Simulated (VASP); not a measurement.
Level of theory: PBE GGA, VASP's PBE PAW potentials (set 64) (plane waves; VASP).

VASP input:

### KPOINTS
```
Automatic mesh
0
Gamma
12 12 12
0 0 0
```

### INCAR
```
SYSTEM = Eu
PREC = Accurate; ENCUT = 520; LREAL = F
LASPH = T
EDIFF = 1E-7; NELM = 100; ALGO = Normal
LMAXMIX = 6
ISMEAR = 1; SIGMA = 0.1
GGA = PE
ISIF = 2
LWAVE = F; LCHARG = F
```

### POSCAR
```
Eu
1
   -2.2277075329     2.2277075329     2.2277075329
    2.2277075329    -2.2277075329     2.2277075329
    2.2277075329     2.2277075329    -2.2277075329
Eu
1
Direct
  0.0000000000   0.0000000000   0.0000000000
```

POTCAR, in this order: Eu_2 (PBE.64 set). Program: vasp_std.

What VASP printed:

File OSZICAR:
```
       N       E                     dE             d eps       ncg     rms          rms(c)
DAV:   1     0.103839002551E+02    0.10384E+02   -0.38783E+03  1184   0.827E+02
DAV:   2    -0.166724330143E+01   -0.12051E+02   -0.11900E+02  1656   0.117E+02
DAV:   3    -0.183879722076E+01   -0.17155E+00   -0.16732E+00  1488   0.983E+00
DAV:   4    -0.184072624904E+01   -0.19290E-02   -0.19293E-02  1912   0.153E+00
DAV:   5    -0.184072989139E+01   -0.36424E-05   -0.36429E-05  1552   0.520E-02    0.685E+00
DAV:   6    -0.185384179427E+01   -0.13112E-01   -0.15496E-03  1832   0.437E-01    0.408E+00
DAV:   7    -0.186140270935E+01   -0.75609E-02   -0.37455E-03  1720   0.640E-01    0.589E-02
DAV:   8    -0.186143571335E+01   -0.33004E-04   -0.12140E-04  1928   0.938E-02    0.174E-02
DAV:   9    -0.186144232139E+01   -0.66080E-05   -0.79875E-06  1832   0.236E-02    0.611E-03
DAV:  10    -0.186144216558E+01    0.15581E-06   -0.15666E-06  1792   0.986E-03    0.141E-03
DAV:  11    -0.186144226071E+01   -0.95128E-07   -0.26088E-08  1040   0.149E-03
   1 F= -.18614423E+01 E0= -.18611151E+01  d E =-.981492E-03
```

File OUTCAR:
```
------------------------ aborting loop because EDIFF is reached ----------------------------------------
  FORCE on cell =-STRESS in cart. coord.  units (eV):
  Direction    XX          YY          ZZ          XY          YZ          ZX
  --------------------------------------------------------------------------------------
  Total       -0.0173846     -0.0173846     -0.0173846      0.0000000      0.0000000      0.0000000
  in kB       -0.6298569     -0.6298569     -0.6298569      0.0000000      0.0000000      0.0000000
  external PRESSURE =      -0.6298569 kB  Pullay stress =       0.0000000 kB
  volume of cell :       44.22
      direct lattice vectors                 reciprocal lattice vectors
    -2.227707533  2.227707533  2.227707533     0.000000000  0.224445980  0.224445980
     2.227707533 -2.227707533  2.227707533     0.224445980  0.000000000  0.224445980
     2.227707533  2.227707533 -2.227707533     0.224445980  0.224445980  0.000000000
 POSITION                                       TOTAL-FORCE (eV/Angst)
 -----------------------------------------------------------------------------------
      0.00000      0.00000      0.00000         0.000000     -0.000000     -0.000000
 -----------------------------------------------------------------------------------
    total drift:                               -0.000000     -0.000000      0.000000
  FREE ENERGIE OF THE ION-ELECTRON SYSTEM (eV)
  ---------------------------------------------------
  free  energy   TOTEN  =        -1.8614422607 eV

  energy  without entropy=       -1.8604607689  energy(sigma->0) =       -1.86111510
```
(Selected blocks of OUTCAR.)

The 4f electrons are frozen in the core of the lanthanide potential, so 4f levels, which can set the real gap, and their magnetism are missing.

The compound is Eu in the bcc structure. It was relaxed first, which changed the volume by -8 %.
